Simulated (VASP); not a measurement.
# LaMg6V (Amm2) in VASP: equation of state

Aim: energy against volume of LaMg6V in PBE, for its equilibrium volume and stiffness.

Everything below comes from runs of VASP 6.6.1. Logs are shortened: lines on timing, memory, paths and dates and some standing lists are left out, and cuts for length are marked.

## Step 1: The structure

Symmetry: Amm2, No. 38, orthorhombic system. Conventional cell: a = 5.209 Å, b = 6.428 Å, c = 11.581 Å, α = 90.00°, β = 90.00°, γ = 90.00°. La (site symmetry mm2) has 2 V at 3.21 Å and 10 Mg at 3.27 to 3.31 Å as nearest neighbours. V (site symmetry mm2) is surrounded by 10 Mg at 3.15 to 3.37 Å and 2 La at 3.21 Å. Mg (site symmetry mm2) is surrounded by 10 Mg at 3.18 to 3.43 Å and 2 La at 3.28 Å. Around Mg (site symmetry mm2) lie 10 Mg at 3.16 to 3.46 Å and 2 V at 3.19 Å. Around Mg (site symmetry m) lie 6 Mg at 2.99 to 3.43 Å and 2 V at 3.15 Å and 2 La at 3.27 Å. Around Mg (site symmetry m) lie 8 Mg at 3.15 to 3.28 Å and 2 V at 3.25 to 3.37 Å and 2 La at 3.31 Å.

The cell comes from a database or a generator and needn't be the stable form of this composition.

## Step 2: Equation of state, PBE, collinear spin, ferromagnetic start, 22.78 Å³/atom (volume scaled by 0.94)

File INCAR:

```
ALGO = Normal
EDIFF = 1E-7
ENCUT = 520
GGA = PE
ISIF = 2
ISMEAR = -1
ISPIN = 2
LASPH = T
LCHARG = F
LMAXMIX = 6
LORBIT = 11
LREAL = F
LWAVE = F
MAGMOM = 0 2 0 0 0 0 0 0
NBANDS = 32
NELM = 150
PREC = Accurate
SIGMA = 0.05
```

File KPOINTS:

```
k-points
0
Gamma
  5 5 5
```

File POSCAR:

```
LaMg6V
1.0
    5.1026170202      0.0000000000      0.0000000000
    0.0000000000      3.1482271421      5.6724980960
    0.0000000000     -3.1482271421      5.6724980960
La V Mg
1 1 6
Direct
    0.5000000000      0.6674180000      0.6674180000
    0.5000000000      0.1648740000      0.1648740000
    0.0000000000      0.8389770000      0.8389770000
    0.0000000000      0.3239360000      0.3239360000
    0.0000000000      0.3157370000      0.8506450000
    0.0000000000      0.8506450000      0.3157370000
    0.5000000000      0.1644170000      0.6739910000
    0.5000000000      0.6739910000      0.1644170000
```

Potentials or basis: VASP PAW PBE potentials, release 64 (La, V_sv, Mg).

Run with:

```
> cat potpaw_PBE.64/La/POTCAR potpaw_PBE.64/V_sv/POTCAR potpaw_PBE.64/Mg/POTCAR > POTCAR
> mpirun -np 1 vasp_std > vasp.out
```

OUTCAR:

```text
EDIFF = 1E-7
   ENCUT = 520
   GGA = PE
   ISIF = 2
   ISMEAR = -1
   ISPIN = 2
   LASPH = T
   LORBIT = 11
   LREAL = F
   NELM = 150
   PREC = Accurate

 Found     27 irreducible k-points:

 Following reciprocal coordinates:
            Coordinates               Weight
  0.000000  0.000000  0.000000      1.000000
  0.200000  0.000000  0.000000      2.000000
  0.400000  0.000000  0.000000      2.000000
  0.000000  0.200000 -0.000000      4.000000
  0.200000  0.200000 -0.000000      8.000000
  0.400000  0.200000 -0.000000      8.000000
   k-points           NKPTS =     27   k-points in BZ     NKDIM =     27   number of bands    NBANDS=     32
   number of dos      NEDOS =    301   number of ions     NIONS =      8
   total plane-waves  NPLWV =  92160
   dimension x,y,z NGX =    40 NGY =   48 NGZ =   48
   dimension x,y,z NGXF=    80 NGYF=   96 NGZF=   96
   ions per type =               1   1   6
   NGX,Y,Z   is equivalent  to a cutoff of  13.03, 12.30, 12.30 a.u.
   NGXF,Y,Z  is equivalent  to a cutoff of  26.06, 24.60, 24.60 a.u.
 SYSTEM =  unknown system
   PREC   = accura    normal or accurate (medium, high low for compatibility)
   ISTART =      0    job   : 0-new  1-cont  2-samecut
   ICHARG =      2    charge: 1-file 2-atom 10-const
   ISPIN  =      2    spin polarized calculation?
   LNONCOLLINEAR =      F non collinear calculations
   LSORBIT =      F    spin-orbit coupling
   LASPH  =      T    aspherical Exc in radial PAW
   ENCUT  =  520.0 eV  38.22 Ry    6.18 a.u.   9.49 12.06 12.06*2*pi/ulx,y,z
   NELM   =    150;   NELMIN=  2; NELMDL= -5     # of ELM steps
   EDIFF  = 0.1E-06   stopping-criterion for ELM
   LREAL  =      F    real-space projection
   EDIFFG = 0.1E-05   stopping-criterion for IOM
   NSW    =      0    number of steps for IOM
   IBRION =     -1    ionic relax: 0-MD 1-quasi-New 2-CG
   NFREE  =      0    steps in history (QN), initial steepest desc. (CG)
   ISIF   =      2    stress and relaxation
   ISYM   =      2    0-nonsym 1-usesym 2-fastsym
   POTIM  = 0.5000    time-step for ionic-motion
   TEBEG  =    0.0;   TEEND  =   0.0 temperature during run
   PSTRESS=    0.0 pullay stress
   NELECT =      36.0000    total number of electrons
   NUPDOWN=      -1.0000    fix difference up-down
   EMIN   =  10.00;   EMAX   =-10.00  energy-range for DOS
   EFERMI =   0.00;   METHOD = LEGACY
   ISMEAR =    -1;   SIGMA  =   0.05  broadening in eV -4-tet -1-fermi 0-gaus
   EFERMI_NEDOS =   21; number of points for ismear=-14 and -15
   IALGO  =     38    algorithm
   IMIX   =      4    mixing-type and parameters
     AMIX     =   0.40;   BMIX     =  1.00
     AMIX_MAG =   1.60;   BMIX_MAG =  1.00
  volume/ion in A,a.u.               =      22.78       153.73
  Fermi-wavevector in a.u.,A,eV,Ry     =   0.953428  1.801718 12.368033  0.909025
  Thomas-Fermi vector in A             =   2.082082
   LORBIT       =     11    0 simple, 1 ext, 2 COOP (PROOUT), +10 PAW based schemes
   GGA     = PE    functional components
   LHFCALC =     F    Hartree Fock is set to
   AEXX    =    0.0000 exact exchange contribution
   IVDW    =     0    specifies the selected vdW correction
   LEPSILON=     F    determine dielectric tensor
   LRPA    =     F    only Hartree local field effects (RPA)
 spin polarized calculation
  energy-cutoff  :      520.00
  volume of cell :      182.25
 maximum number of plane-waves:      4925
 NGX is ok and might be reduce to    40
   NGX = 19   NGY = 25   NGZ = 25

 number of electron      36.0000001 magnetization       3.1302740

 Free energy of the ion-electron system (eV)
  ---------------------------------------------------
  ext. energy  EPLUGINS =         0.00000000
  ---------------------------------------------------
  free energy    TOTEN  =       -21.35982316 eV

  energy without entropy =      -21.31253755  energy(sigma->0) =      -21.33618036

 E-fermi :   4.2743     XC(G=0):  -9.1469

 val. band max:        4.2660542137   @ k =   0.4000   0.2000   0.2000
 cond. band min:       4.2836529137   @ k =   0.4000   0.4000   0.2000
 fundamental gap:      0.0175987001
 Fermi energy:         4.2742731286

 spin component 1

 k-point     1 :       0.0000    0.0000    0.0000
  band No.  band energies     occupation
      1     -60.4812      1.00000
      2     -34.3777      1.00000
      3     -34.3545      1.00000
      4     -34.3256      1.00000
      5     -28.1142      1.00000
      6     -12.0131      1.00000
[... 22 lines left out ...]
     29       6.5144      0.00000
     30       6.6418      0.00000

 k-point     2 :       0.2000    0.0000    0.0000
  band No.  band energies     occupation
      1     -60.4812      1.00000
      2     -34.3777      1.00000
      3     -34.3545      1.00000
      4     -34.3257      1.00000
      5     -28.1137      1.00000
      6     -12.0218      1.00000
[... 22 lines left out ...]
     29       6.5116      0.00000
[... 56 lines left out ...]
      1     -58.0543      1.00000
      2     -32.0048      1.00000
      3     -31.9657      1.00000
      4     -31.8534      1.00000
      5     -28.0967      1.00000
      6     -11.9982      1.00000
[... 22 lines left out ...]
     29       6.6589      0.00000
     30       6.7546      0.00000

 k-point     2 :       0.2000    0.0000    0.0000
  band No.  band energies     occupation
      1     -58.0543      1.00000
      2     -32.0048      1.00000
      3     -31.9657      1.00000
      4     -31.8535      1.00000
      5     -28.0961      1.00000
      6     -12.0046      1.00000
[... 22 lines left out ...]
     29       6.7108      0.00000
     30       6.7439      0.00000

 k-point     3 :       0.4000    0.0000    0.0000
  band No.  band energies     occupation
      1     -58.0543      1.00000
      2     -32.0048      1.00000
      3     -31.9657      1.00000
      4     -31.8536      1.00000
      5     -28.0952      1.00000
      6     -12.0411      1.00000
[... 22 lines left out ...]
     29       6.6643      0.00000
     30       6.7833      0.00000

 k-point     4 :       0.0000    0.2000   -0.0000
  band No.  band energies     occupation
      1     -58.0543      1.00000
      2     -32.0048      1.00000
      3     -31.9662      1.00000
      4     -31.8534      1.00000
      5     -28.0955      1.00000
      6     -12.0004      1.00000
[... 22 lines left out ...]
     29       6.5968      0.00000
     30       6.7641      0.00000

 k-point     5 :       0.2000    0.2000   -0.0000
  band No.  band energies     occupation
      1     -58.0543      1.00000
      2     -32.0048      1.00000
      3     -31.9662      1.00000
      4     -31.8535      1.00000
      5     -28.0949      1.00000
      6     -12.0047      1.00000
[... 22 lines left out ...]
     29       6.6713      0.00000
     30       6.7692      0.00000

 k-point     6 :       0.4000    0.2000   -0.0000
  band No.  band energies     occupation
      1     -58.0543      1.00000
      2     -32.0048      1.00000
      3     -31.9662      1.00000
      4     -31.8536      1.00000
      5     -28.0941      1.00000
      6     -12.0410      1.00000
[... 22 lines left out ...]
     29       6.6761      0.00000
     30       6.7969      0.00000

 [... further k-points ...]

 [bands above 30 left out]

------------------------ aborting loop because EDIFF is reached ----------------------------------------

  FORCE on cell =-STRESS in cart. coord.  units (eV):
  Direction    XX          YY          ZZ          XY          YZ          ZX
  --------------------------------------------------------------------------------------
  -------------------------------------------------------------------------------------
  Total        3.2676509      2.4209068      2.7802333      0.0000000      0.0000000      0.0000000
  in kB       28.7265088     21.2826285     24.4415323      0.0000000      0.0000000      0.0000000
  external PRESSURE =      24.8168899 kB  Pullay stress =       0.0000000 kB

 VOLUME and BASIS-vectors are now :
 -----------------------------------------------------------------------------
  energy-cutoff  :      520.00
  volume of cell :      182.25
      direct lattice vectors                 reciprocal lattice vectors
     5.102617020  0.000000000  0.000000000     0.195977867  0.000000000  0.000000000
     0.000000000  3.148227142  5.672498096     0.000000000  0.158819544  0.088144587
     0.000000000 -3.148227142  5.672498096     0.000000000 -0.158819544  0.088144587

 POSITION                                       TOTAL-FORCE (eV/Angst)
 -----------------------------------------------------------------------------------
      2.55131      0.00000      7.57185         0.000000     -0.000000      0.034087
      2.55131      0.00000      1.87049         0.000000     -0.000000     -0.009830
      0.00000      0.00000      9.51819         0.000000     -0.000000      0.047446
      0.00000      0.00000      3.67505         0.000000     -0.000000     -0.043766
      0.00000     -1.68401      6.61630         0.000000     -0.001605     -0.044418
      0.00000      1.68401      6.61630         0.000000      0.001605     -0.044418
      2.55131     -1.60425      4.75587         0.000000      0.030918      0.030450
      2.55131      1.60425      4.75587         0.000000     -0.030918      0.030450
 -----------------------------------------------------------------------------------
    total drift:                               -0.000000      0.000000      0.000165

  FREE ENERGIE OF THE ION-ELECTRON SYSTEM (eV)
  ---------------------------------------------------
  free  energy   TOTEN  =       -21.3598231599 eV

  energy  without entropy=      -21.3125375548  energy(sigma->0) =      -21.33618036

 total charge

# of ion       s       p       d       f       tot
--------------------------------------------------
    1        2.051   5.573   0.989   0.097   8.709
    2        2.252   6.074   3.019   0.000  11.346
    3        0.242   0.124   0.013   0.000   0.380
    4        0.197   0.125   0.013   0.000   0.335
    5        0.231   0.136   0.014   0.000   0.381
    6        0.231   0.136   0.014   0.000   0.381
    7        0.219   0.139   0.013   0.000   0.371
    8        0.219   0.139   0.013   0.000   0.371
--------------------------------------------------
tot          5.643  12.445   4.088   0.097  22.272

 magnetization (x)

# of ion       s       p       d       f       tot
--------------------------------------------------
    1        0.000   0.008   0.013   0.028   0.050
    2        0.042   0.035   2.455   0.000   2.532
    3        0.008  -0.007  -0.000   0.000   0.000
    4       -0.005   0.006   0.001   0.000   0.002
    5       -0.008   0.002   0.002   0.000  -0.005
    6       -0.008   0.002   0.002   0.000  -0.005
    7       -0.008  -0.004   0.001   0.000  -0.011
    8       -0.008  -0.004   0.001   0.000  -0.011
--------------------------------------------------
tot          0.011   0.040   2.474   0.028   2.553
```

Run time: 5.2 min. Hardware: 1 thread of Intel Xeon 6975P-C (Granite Rapids), shared host; peak memory 0.54 GiB.

Results:

```
Free energy                                           : -21.3598 eV
Pressure                                              : 2.5 GPa
Largest force                                         : 0.047 eV/Å
Band gap on the k mesh                                : none (metal or under the smearing width)
Net moment                                            : 3.13 μB per cell
Site moments                                          : La +0.05; V +2.53; Mg +0.00, -0.01 μB
Valence electrons inside the program's atomic spheres : La 8.71; V 11.35; Mg 0.38, 0.34, 0.37
```

## Step 3: Equation of state, PBE, collinear spin, ferromagnetic start, 23.27 Å³/atom (volume scaled by 0.96)

File INCAR:

```
SYSTEM = LaMg6V
PREC = Accurate
ENCUT = 520
EDIFF = 1E-7
ISMEAR = -1
SIGMA = 0.05
LREAL = .False.
LASPH = .True.
NELM = 100
ALGO = Normal
ISIF = 2
LWAVE = .False.
LCHARG = .False.
ISPIN = 2
MAGMOM = 0 2 0 0 0 0 0 0
LORBIT = 11
LMAXMIX = 6
GGA = PE
NBANDS = 32
```

File KPOINTS:

```
regular mesh
0
Gamma
  5 5 5
  0 0 0
```

Edit POSCAR of step 2 so:

```diff
@@ -2,5 +2,5 @@
 1.0
-    5.1026170202      0.0000000000      0.0000000000
-    0.0000000000      3.1482271421      5.6724980960
-    0.0000000000     -3.1482271421      5.6724980960
+    5.1385521268      0.0000000000      0.0000000000
+    0.0000000000      3.1703984863      5.7124465819
+    0.0000000000     -3.1703984863      5.7124465819
 La V Mg
```

Potentials or basis: VASP PAW PBE potentials, release 64 (La, V_sv, Mg).

Run with:

```
> cat potpaw_PBE.64/La/POTCAR potpaw_PBE.64/V_sv/POTCAR potpaw_PBE.64/Mg/POTCAR > POTCAR
> mpirun -np 1 vasp_std > vasp.out
```

Wall time 6.6 min (1 thread of Intel Xeon 6975P-C (Granite Rapids), shared host); peak memory 0.56 GiB.

It converged, with:

* Free energy: -21.4088 eV
* Pressure: 1.6 GPa
* Largest force: 0.058 eV/Å
* Band gap on the k mesh: none (metal or under the smearing width)
* Net moment: 3.19 μB per cell
* Site moments: La +0.05; V +2.56; Mg +0.00, -0.00, -0.01 μB
* Valence electrons inside the program's atomic spheres: La 8.69; V 11.34; Mg 0.37, 0.33, 0.38, 0.36

## Step 4: Equation of state, PBE, collinear spin, ferromagnetic start, 23.75 Å³/atom (volume scaled by 0.98)

File INCAR:

```
SYSTEM = LaMg6V
  PREC = Accurate
  ENCUT = 520
  EDIFF = 1E-7
  ISMEAR = -1
  SIGMA = 0.05
  LREAL = .False.
  LASPH = .True.
  NELM = 120
  ALGO = Normal
  ISIF = 2
  LWAVE = .False.
  LCHARG = .False.
  ISPIN = 2
  MAGMOM = 0 2 0 0 0 0 0 0
  LORBIT = 11
  LMAXMIX = 6
  GGA = PE
  NBANDS = 32
```

KPOINTS is that of step 3.

Edit POSCAR of step 3 so:

```diff
@@ -2,5 +2,5 @@
 1.0
-    5.1385521268      0.0000000000      0.0000000000
-    0.0000000000      3.1703984863      5.7124465819
-    0.0000000000     -3.1703984863      5.7124465819
+    5.1739915372      0.0000000000      0.0000000000
+    0.0000000000      3.1922639944      5.7518440102
+    0.0000000000     -3.1922639944      5.7518440102
 La V Mg
```

Run with:

```
> cat potpaw_PBE.64/La/POTCAR potpaw_PBE.64/V_sv/POTCAR potpaw_PBE.64/Mg/POTCAR > POTCAR
> mpirun -np 1 vasp_std > vasp.out
```

Wall time 6.6 min (1 thread of Intel Xeon 6975P-C (Granite Rapids), shared host); peak memory 0.57 GiB.

The run converged. Its results:

| Property | Result |
| --- | --- |
| Free energy | -21.4364 eV |
| Pressure | 0.7 GPa |
| Largest force | 0.072 eV/Å |
| Band gap on the k mesh | none (metal or under the smearing width) |
| Net moment | 3.24 μB per cell |
| Site moments | La +0.05; V +2.59; Mg +0.00, -0.00, -0.01 μB |
| Valence electrons inside the program's atomic spheres | La 8.66; V 11.32; Mg 0.37, 0.33, 0.36 |

## Step 5: Equation of state, PBE, collinear spin, ferromagnetic start, 24.72 Å³/atom (volume scaled by 1.02)

File INCAR:

```
SYSTEM = LaMg6V
PREC = Accurate ; ENCUT = 520
EDIFF = 1E-7 ; ISMEAR = -1
SIGMA = 0.05 ; LREAL = .False.
LASPH = .True. ; NELM = 150
ALGO = Normal ; ISIF = 2
LWAVE = .False. ; LCHARG = .False.
ISPIN = 2 ; MAGMOM = 0 2 0 0 0 0 0 0
LORBIT = 11 ; LMAXMIX = 6
GGA = PE ; NBANDS = 32
```

File KPOINTS:

```
Automatic mesh
0
Gamma
  5 5 5
  0 0 0
```

Edit POSCAR of step 4 so:

```diff
@@ -2,5 +2,5 @@
 1.0
-    5.1739915372      0.0000000000      0.0000000000
-    0.0000000000      3.1922639944      5.7518440102
-    0.0000000000     -3.1922639944      5.7518440102
+    5.2434493762      0.0000000000      0.0000000000
+    0.0000000000      3.2351182892      5.8290591839
+    0.0000000000     -3.2351182892      5.8290591839
 La V Mg
```

Run with:

```
> cat potpaw_PBE.64/La/POTCAR potpaw_PBE.64/V_sv/POTCAR potpaw_PBE.64/Mg/POTCAR > POTCAR
> mpirun -np 1 vasp_std > vasp.out
```

Wall time 6 min (1 thread of Intel Xeon 6975P-C (Granite Rapids), shared host); peak memory 0.57 GiB.

Results (log left out):

- Free energy: -21.4349 eV
- Pressure: -0.8 GPa
- Largest force: 0.096 eV/Å
- Band gap on the k mesh: none (metal or under the smearing width)
- Net moment: 3.34 μB per cell
- Site moments: La +0.05; V +2.64; Mg +0.00, -0.00, -0.01 μB
- Valence electrons inside the program's atomic spheres: La 8.63; V 11.31; Mg 0.36, 0.32, 0.35

## Step 6: Equation of state, PBE, collinear spin, ferromagnetic start, 25.20 Å³/atom (volume scaled by 1.04)

File INCAR:

```
SYSTEM = LaMg6V
ALGO = Normal
EDIFF = 1E-7
ENCUT = 520
GGA = PE
ISIF = 2
ISMEAR = -1
ISPIN = 2
LASPH = .TRUE.
LCHARG = .FALSE.
LMAXMIX = 6
LORBIT = 11
LREAL = .FALSE.
LWAVE = .FALSE.
MAGMOM = 0 2 0 0 0 0 0 0
NBANDS = 32
NELM = 120
PREC = Accurate
SIGMA = 0.05
```

File KPOINTS:

```
k-points
0
G
  5 5 5
  0 0 0
```

Edit POSCAR of step 5 so:

```diff
@@ -2,5 +2,5 @@
 1.0
-    5.2434493762      0.0000000000      0.0000000000
-    0.0000000000      3.2351182892      5.8290591839
-    0.0000000000     -3.2351182892      5.8290591839
+    5.2774987028      0.0000000000      0.0000000000
+    0.0000000000      3.2561261394      5.8669112781
+    0.0000000000     -3.2561261394      5.8669112781
 La V Mg
```

Potentials or basis: VASP PAW PBE potentials, release 64 (La, V_sv, Mg).

Run with:

```
> cat potpaw_PBE.64/La/POTCAR potpaw_PBE.64/V_sv/POTCAR potpaw_PBE.64/Mg/POTCAR > POTCAR
> mpirun -np 1 vasp_std > vasp.out
```

Run time: 5.9 min. Hardware: 1 thread of Intel Xeon 6975P-C (Granite Rapids), shared host; peak memory 0.58 GiB.

The run converged. Its results:

```
Free energy                                           : -21.4091 eV
Pressure                                              : -1.4 GPa
Largest force                                         : 0.107 eV/Å
Band gap on the k mesh                                : none (metal or under the smearing width)
Net moment                                            : 3.39 μB per cell
Site moments                                          : La +0.06; V +2.67; Mg +0.00, -0.00, -0.01 μB
Valence electrons inside the program's atomic spheres : La 8.61; V 11.30; Mg 0.36, 0.31, 0.35, 0.34
```

## Step 7: Equation of state, PBE, collinear spin, ferromagnetic start, 25.69 Å³/atom (volume scaled by 1.06)

File INCAR:

```
ALGO = Normal
EDIFF = 1E-7
ENCUT = 520
GGA = PE
ISIF = 2
ISMEAR = -1
ISPIN = 2
LASPH = T
LCHARG = F
LMAXMIX = 6
LORBIT = 11
LREAL = F
LWAVE = F
MAGMOM = 0 2 0 0 0 0 0 0
NBANDS = 32
NELM = 120
PREC = Accurate
SIGMA = 0.05
```

File KPOINTS:

```
k-points
0
Gamma
  5 5 5
```

Edit POSCAR of step 6 so:

```diff
@@ -2,5 +2,5 @@
 1.0
-    5.2774987028      0.0000000000      0.0000000000
-    0.0000000000      3.2561261394      5.8669112781
-    0.0000000000     -3.2561261394      5.8669112781
+    5.3111142506      0.0000000000      0.0000000000
+    0.0000000000      3.2768663555      5.9042811473
+    0.0000000000     -3.2768663555      5.9042811473
 La V Mg
```

Run with:

```
> cat potpaw_PBE.64/La/POTCAR potpaw_PBE.64/V_sv/POTCAR potpaw_PBE.64/Mg/POTCAR > POTCAR
> mpirun -np 1 vasp_std > vasp.out
```

Run time: 5.7 min. Hardware: 1 thread of Intel Xeon 6975P-C (Granite Rapids), shared host; peak memory 0.59 GiB.

The run converged. Its results:

```yaml
Free_energy: -21.3687 eV
Pressure: -2.0 GPa
Largest_force: 0.118 eV/Å
Band_gap_on_the_k_mesh: none (metal or under the smearing width)
Net_moment: 3.43 μB per cell
Site_moments: La +0.06; V +2.69; Mg +0.00, -0.00, -0.01 μB
Valence_electrons_inside_the_program's_atomic_spheres: La 8.59; V 11.29; Mg 0.35, 0.31, 0.34
```

## Step 8: Equation of state, PBE, collinear spin, ferromagnetic start

Potentials or basis: VASP PAW PBE potentials, release 64 (La, V_sv, Mg).

No new run: the results of the series are fitted here.

Results:

```
Equilibrium volume                        : 24.21 Å³/atom
Bulk modulus at fixed shape and positions : 37 GPa
Pressure derivative of the bulk modulus   : 3.7
```

Energy against volume, from the lowest point:
```tsv
volume (Å³/atom)	energy (meV/atom)
22.781	10.59
23.266	4.46
23.750	1.02
24.235	0.00
24.720	1.20
25.205	4.42
25.689	9.48
```

Caveat: the cell was scaled at fixed shape and fractional positions, which overstates the stiffness of a crystal with free parameters, most of all of layers and chains.
